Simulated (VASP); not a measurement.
**GW on SiC**

Aim: the quasiparticle gap of SiC, and what it costs to get it. The cell is of the wurtzite type, one of the forms listed for this formula. The start is a computed cell from the Materials Project.

Program: VASP 6.6.1. Level of theory: PBE; plane waves and PAW (Si_GW, C_GW), in the first sound run; inputs show where later runs differ. Results are calculated unless marked as measured.

This is a report of a sequence of runs, with most program output left out.

## (1) The structure

Symmetry: P6_3mc, No. 186, hexagonal system. Conventional cell: a = 3.074 Å, b = 3.074 Å, c = 5.045 Å, α = 90.00°, β = 90.00°, γ = 120.00°. Nearest to Si lie 4 C at 1.88 to 1.90 Å. Nearest to C lie 4 Si at 1.88 to 1.90 Å. Farther neighbours are not listed.

Coordinates:

```xyz
4
Lattice="3.0735 0.0000 0.0000 -1.5368 2.6617 0.0000 0.0000 0.0000 5.0452" Properties=species:S:1:pos:R:3 pbc="T T T"
Si    0.0000    1.7745    2.5206
Si    1.5368    0.8872    5.0432
C     0.0000    1.7745    4.4166
C     1.5368    0.8872    1.8940
```

## (2) Ground state

The orbitals come from a self-consistent PBE run with a tight EDIFF and a narrow smearing. KPOINTS_OPT adds the bands along a path, which shows whether the mesh holds the band edges.

Input file INCAR:

```
SYSTEM = SiC
PREC = Accurate
ENCUT = 440
EDIFF = 1E-08
NELM = 100
ISMEAR = 0
SIGMA = 0.01
LREAL = .FALSE.
ALGO = Normal
GGA = PE
NBANDS = 14
LORBIT = 11
LWAVE = .TRUE.
LCHARG = .FALSE.
KPAR = 8
```

Input file POSCAR:

```
SiC
1.0
    3.0735139282      0.0000000000      0.0000000000
   -1.5367569641      2.6617411407      0.0000000000
    0.0000000000      0.0000000000      5.0452477100
Si C
2 2
Direct
    0.3333333300      0.6666666700      0.4996024000
    0.6666666700      0.3333333300      0.9996024000
    0.3333333300      0.6666666700      0.8753976000
    0.6666666700      0.3333333300      0.3753976000
```

Input file KPOINTS:

```
Automatic mesh
0
Gamma
6 6 4
0 0 0
```

Input file KPOINTS_OPT:

```
Line mode
12
Line-mode
Reciprocal
  0.00000000   0.00000000   0.00000000 GAMMA
  0.50000000   0.00000000   0.00000000 M

  0.50000000   0.00000000   0.00000000 M
  0.33333333   0.33333333   0.00000000 K

  0.33333333   0.33333333   0.00000000 K
  0.00000000   0.00000000   0.00000000 GAMMA

  0.00000000   0.00000000   0.00000000 GAMMA
  0.00000000   0.00000000   0.50000000 A

  0.00000000   0.00000000   0.50000000 A
  0.50000000   0.00000000   0.50000000 L

  0.50000000   0.00000000   0.50000000 L
  0.33333333   0.33333333   0.50000000 H

  0.33333333   0.33333333   0.50000000 H
  0.00000000   0.00000000   0.50000000 A

  0.50000000   0.00000000   0.50000000 L
  0.50000000   0.00000000   0.00000000 M

  0.33333333   0.33333333   0.00000000 K
  0.33333333   0.33333333   0.50000000 H
```

Potentials, in the order of the species: Si_GW and C_GW (PBE family, release 64).

Command:

```sh
$ mpirun -np 8 vasp_std
```

The job ended after 5.2 s (8 MPI ranks of Intel Xeon 6975P-C (Granite Rapids), shared host; peak memory 1.2 GiB; 30 s of CPU time).

Numbers from this step:

| Property | Result |
| --- | --- |
| free energy (TOTEN) | -30.06 eV |
| Fermi energy | 8.039 eV |
| pressure | 2.783 GPa |
| least gap on mesh and path | 2.264 eV |
| least direct gap on mesh and path | 3.971 eV |

The highest empty bands on the path are converged less tightly, to about 0.1 eV. Electronic bands along the path, in eV, zero at the valence-band top; v1 is the highest filled band, c1 the lowest empty one:

```
          point     v4     v3     v2     v1    c1    c2    c3    c4
              Γ  -1.32  -0.11   0.00   0.00  4.81  6.22  6.67  6.67
0.55 of the way  -3.36  -2.66  -1.22  -0.70  3.85  5.54  7.29  7.62
              M  -5.45  -3.33  -3.30  -1.20  2.77  4.22  6.89  7.13
0.55 of the way  -5.49  -4.73  -3.40  -2.73  3.05  5.50  7.81  8.69
              K  -6.27  -4.05  -4.05  -3.84  2.26  8.17  8.85  8.85
0.45 of the way  -4.54  -3.17  -1.72  -1.49  4.70  5.93  7.13  7.25
              Γ  -1.32  -0.11   0.00   0.00  4.81  6.22  6.67  6.67
0.45 of the way  -1.18  -1.18  -0.19  -0.19  5.05  6.77  6.77  7.08
              A  -0.71  -0.71  -0.71  -0.71  5.91  5.91  7.35  7.35
0.45 of the way  -2.91  -2.91  -1.60  -1.60  4.72  4.72  7.55  7.55
              L  -2.45  -2.45  -2.34  -2.34  3.28  3.28  5.26  5.26
0.45 of the way  -4.05  -4.05  -1.95  -1.95  4.17  4.17  6.22  6.22
              H  -5.65  -5.65  -1.74  -1.74  5.07  5.07  6.02  6.02
0.45 of the way  -3.24  -3.24  -2.52  -2.52  5.08  5.08  7.49  7.49
              A  -0.71  -0.71  -0.71  -0.71  5.91  5.91  7.35  7.35
      jump to L  -2.45  -2.45  -2.34  -2.34  3.28  3.28  5.26  5.26
0.45 of the way  -3.97  -3.05  -2.24  -1.70  3.15  3.17  6.49  6.76
              M  -5.45  -3.33  -3.30  -1.20  2.77  4.22  6.89  7.13
      jump to K  -6.27  -4.05  -4.05  -3.84  2.26  8.17  8.85  8.85
0.45 of the way  -6.52  -4.42  -2.98  -2.98  3.30  6.81  6.81  7.91
              H  -5.65  -5.65  -1.74  -1.74  5.07  5.07  6.02  6.02
```

Of the projections kept (Si, C), the largest for each band there; the rest of the weight can lie on other orbitals:

```
point       v4      v3      v2      v1       c1       c2       c3       c4
    Γ   C 0.65  C 0.74  C 0.76  C 0.76  Si 0.64   C 0.67  Si 1.00  Si 1.00
    M  Si 0.52  C 0.58  C 0.54  C 0.67  Si 0.86   C 0.52  Si 0.56  Si 0.93
    K  Si 0.58  C 0.54  C 0.54  C 0.58  Si 0.86   C 0.61  Si 0.50  Si 0.50
    Γ   C 0.65  C 0.74  C 0.76  C 0.76  Si 0.64   C 0.67  Si 1.00  Si 1.00
    A   C 0.70  C 0.70  C 0.70  C 0.70  Si 0.68  Si 0.68  Si 0.94  Si 0.94
    L   C 0.60  C 0.60  C 0.63  C 0.63  Si 0.69  Si 0.69  Si 0.88  Si 0.88
```

The cell has a gap of 2.26 eV on mesh and path and a pressure of +2.8 GPa, which holds the misfit of the given cell and coordinates with this functional, and any error of cutoff, mesh and data sets.

## (3) Empty bands

ALGO = Exact makes the empty bands from the converged ground state in one step. LOPTICS writes the k-derivatives of the orbitals (WAVEDER), which give the long-wavelength limit of the screening.

Input file INCAR:

```
SYSTEM = SiC
PREC = Accurate
ENCUT = 440
ISMEAR = 0
SIGMA = 0.01
LREAL = .FALSE.
GGA = PE
NBANDS = 96
ALGO = Exact
NELM = 1
LWAVE = .TRUE.
LCHARG = .FALSE.
LOPTICS = .TRUE.
NEDOS = 1000
CSHIFT = 0.1
```

POSCAR is that of step 2.

KPOINTS is that of step 2.

Command:

```sh
$ mpirun -np 8 vasp_std
```

The job ended after 5.8 s (8 MPI ranks; peak memory 1.3 GiB).

The gap is read on the k-mesh alone, so it is an upper bound where the band edges lie off the mesh.

A gap read on the k-mesh alone can miss the band edges.

This step gave:

| Item | Value |
| --- | --- |
| gap on the k-mesh | 2.264 eV |
| least direct gap on the k-mesh | 3.971 eV |

WAVECAR now holds 96 bands for 16 electrons. Its independent-particle dielectric tensor has xx, yy, zz = 7.6, 7.6, 7.4 on this mesh, which isn't tested for convergence in mesh or bands and lacks local fields.

## (4) G0W0, ENCUTGW 100, bands in the sums 96

This step: G0W0 on PBE; plane waves and PAW (Si_GW, C_GW) (VASP 6.6.1).

G0W0 keeps orbitals and screening fixed and shifts each of the lowest NBANDSGW levels once.

Input file INCAR:

```
SYSTEM = SiC
PREC = Accurate
ENCUT = 440
ISMEAR = 0
SIGMA = 0.01
LREAL = .FALSE.
GGA = PE
NBANDS = 96
ALGO = EVGW0
NELMGW = 1
ENCUTGW = 100
NOMEGA = 48
PRECFOCK = Fast
NBANDSGW = 16
LWAVE = .FALSE.
LCHARG = .FALSE.
```

POSCAR is that of step 3.

KPOINTS is that of step 3.

Command:

```sh
$ mpirun -np 8 vasp_std
```

Run time: 44 s. Hardware: 8 MPI ranks; peak memory 1.4 GiB; 4.6 min of CPU time.

This step gave:

```
quasiparticle gap on the mesh                 : 2.875 eV
smallest direct quasiparticle gap on the mesh : 4.835 eV
gap of the starting orbitals on the mesh      : 2.264 eV
```

GW takes the gap from 2.264 to 2.875 eV. The value holds for 96 bands, ENCUTGW = 100 eV and this mesh, and isn't shown to be converged in them.

## (5) Empty bands

This step: PBE; plane waves and PAW (Si_GW, C_GW) (VASP 6.6.1).

The empty bands are made again, for the run that follows.

Input file INCAR:

```
SYSTEM = SiC
PREC = Accurate
ENCUT = 440
ISMEAR = 0
SIGMA = 0.01
LREAL = .FALSE.
GGA = PE
NBANDS = 160
ALGO = Exact
NELM = 1
LWAVE = .TRUE.
LCHARG = .FALSE.
LOPTICS = .TRUE.
NEDOS = 1000
CSHIFT = 0.1
```

POSCAR is that of step 4.

KPOINTS is that of step 4.

Command:

```sh
$ mpirun -np 8 vasp_std
```

It took 6.2 s on 8 MPI ranks; peak memory 1.3 GiB; 37 s of CPU time.

WAVECAR now holds 160 bands for 16 electrons.

## (6) G0W0, ENCUTGW 140, bands in the sums 160

This step: G0W0 on PBE; plane waves and PAW (Si_GW, C_GW) (VASP 6.6.1).

ENCUTGW rises to 140 eV and the bands with it, to about the number of plane waves under that cutoff.

Input file INCAR:

```
SYSTEM = SiC
PREC = Accurate
ENCUT = 440
ISMEAR = 0
SIGMA = 0.01
LREAL = .FALSE.
GGA = PE
NBANDS = 160
ALGO = EVGW0
NELMGW = 1
ENCUTGW = 140
NOMEGA = 48
PRECFOCK = Fast
NBANDSGW = 16
LWAVE = .FALSE.
LCHARG = .FALSE.
```

POSCAR is that of step 5.

KPOINTS is that of step 5.

Command:

```sh
$ mpirun -np 8 vasp_std
```

Wall time 96 s (8 MPI ranks); peak memory 1.8 GiB.

The gap is now 3.015 eV, +140 meV against the GW run before.

## (7) Empty bands

This step: PBE; plane waves and PAW (Si_GW, C_GW) (VASP 6.6.1).

Input file INCAR:

```
SYSTEM = SiC
PREC = Accurate
ENCUT = 440
ISMEAR = 0
SIGMA = 0.01
LREAL = .FALSE.
GGA = PE
NBANDS = 232
ALGO = Exact
NELM = 1
LWAVE = .TRUE.
LCHARG = .FALSE.
LOPTICS = .TRUE.
NEDOS = 1000
CSHIFT = 0.1
```

POSCAR is that of step 6.

KPOINTS is that of step 6.

Command:

```sh
$ mpirun -np 8 vasp_std
```

Run time: 7.8 s. Hardware: 8 MPI ranks; peak memory 1.4 GiB; 47 s of CPU time.

WAVECAR now holds 232 bands for 16 electrons.

## (8) G0W0, ENCUTGW 180, bands in the sums 232

This step: G0W0 on PBE; plane waves and PAW (Si_GW, C_GW) (VASP 6.6.1).

ENCUTGW rises to 180 eV and the bands with it, to about the number of plane waves under that cutoff.

Input file INCAR:

```
SYSTEM = SiC
PREC = Accurate
ENCUT = 440
ISMEAR = 0
SIGMA = 0.01
LREAL = .FALSE.
GGA = PE
NBANDS = 232
ALGO = EVGW0
NELMGW = 1
ENCUTGW = 180
NOMEGA = 48
PRECFOCK = Fast
NBANDSGW = 16
LWAVE = .FALSE.
LCHARG = .FALSE.
```

POSCAR is that of step 7.

KPOINTS is that of step 7.

Command:

```sh
$ mpirun -np 8 vasp_std
```

Wall time 2 min (8 MPI ranks); peak memory 2.3 GiB; 13 min of CPU time.

The gap is now 3.103 eV, +88 meV against the GW run before.

## (9) Empty bands

This step: PBE; plane waves and PAW (Si_GW, C_GW) (VASP 6.6.1).

Input file INCAR:

```
SYSTEM = SiC
PREC = Accurate
ENCUT = 440
ISMEAR = 0
SIGMA = 0.01
LREAL = .FALSE.
GGA = PE
NBANDS = 312
ALGO = Exact
NELM = 1
LWAVE = .TRUE.
LCHARG = .FALSE.
LOPTICS = .TRUE.
NEDOS = 1000
CSHIFT = 0.1
```

POSCAR is that of step 8.

KPOINTS is that of step 8.

Command:

```sh
$ mpirun -np 8 vasp_std
```

Elapsed: 6.4 s, on 8 MPI ranks; peak memory 1.4 GiB.

WAVECAR now holds 312 bands for 16 electrons.

## (10) G0W0, ENCUTGW 220, bands in the sums 312

This step: G0W0 on PBE; plane waves and PAW (Si_GW, C_GW) (VASP 6.6.1).

ENCUTGW rises to 220 eV and the bands with it, to about the number of plane waves under that cutoff.

Input file INCAR:

```
SYSTEM = SiC
PREC = Accurate
ENCUT = 440
ISMEAR = 0
SIGMA = 0.01
LREAL = .FALSE.
GGA = PE
NBANDS = 312
ALGO = EVGW0
NELMGW = 1
ENCUTGW = 220
NOMEGA = 48
PRECFOCK = Fast
NBANDSGW = 16
LWAVE = .FALSE.
LCHARG = .FALSE.
```

POSCAR is that of step 9.

KPOINTS is that of step 9.

Command:

```sh
$ mpirun -np 8 vasp_std
```

The job ended after 3.1 min (8 MPI ranks; peak memory 2.9 GiB; 20 min of CPU time).

The gap is now 3.158 eV, +55 meV against the GW run before.

## (11) Summary

This step: GW series: G0W0 on PBE; plane waves and PAW (VASP 6.6.1).

No new run; the numbers come from the runs before.

Numbers from this step:

```yaml
gap_extrapolated_to_a_complete_basis: 3.304 eV
direct_gap_extrapolated_to_a_complete_basis: 5.146 eV
```

Cost is wall time times ranks on a shared host, with the step that makes the empty bands. GW runs:

```
level  bands  ENCUTGW (eV)  NOMEGA  k mesh  starting gap (eV)  quasiparticle gap (eV)  direct gap (eV)  cost (core minutes)
 G0W0     96           100      48   6x6x4              2.264                   2.874            4.835                 6.64
 G0W0    160           140      48   6x6x4              2.264                   3.015            4.936                13.63
 G0W0    232           180      48   6x6x4              2.264                   3.103                5                17.04
 G0W0    312           220      48   6x6x4              2.264                   3.158             5.04                25.65
```

## (12) Summary of results

```json
{
  "G0W0 on PBE, 312 bands, ENCUTGW 220 eV, NOMEGA 48, mesh 6×6×4": "2.264 → 3.158 eV",
  "G0W0 on PBE, 96 bands, ENCUTGW 100 eV, NOMEGA 48, mesh 6×6×4": "2.264 → 2.875 eV",
  "gap at a complete basis (linear in ENCUTGW^-3/2)": "3.30 eV"
}
```

**Reading.** G0W0 gives a quasiparticle gap of 3.158 eV on the mesh, 0.89 eV over the PBE gap on the same mesh. On mesh and path the starting valence top lies at Γ and the conduction bottom at (0.333, 0.333, 0), so the starting gap is indirect. Both points lie on the GW mesh. The steps of the series move the gap by +141, +88, +55 meV; the last costs 1.5 times the one before. The last step lies outside a tolerance of 30 meV, picked for this account, and the last two together move the gap by +143 meV. Extrapolated from the last three points to a complete basis, the gap is 3.30 eV, +146 meV from the dearest run. The extrapolation removes the error of the response basis alone, at this mesh, ENCUT and data set. Not tabulated here, as repeats of values shown or as unfit to read for their mesh, reference level or band range: eps2 curves (empty bands); eps1 curves and static values (empty bands); gaps (empty bands).

[Lines on the potential files, build, host, timing and source positions are cut from VASP's logs without a mark.]

[Logs are printed without paths, hosts, clocks, repeated set-up lines and the standing remarks that a program may print on its own settings, such as how far it seeks lower states.]

[Hosts, paths, dates, database ids (printed as entryN), source tags and the programs' standing remarks are cut or masked in the printed files.]

[Pressures printed for these runs are not shown converged in the cutoff: they can be off by several GPa and have the wrong sign.]
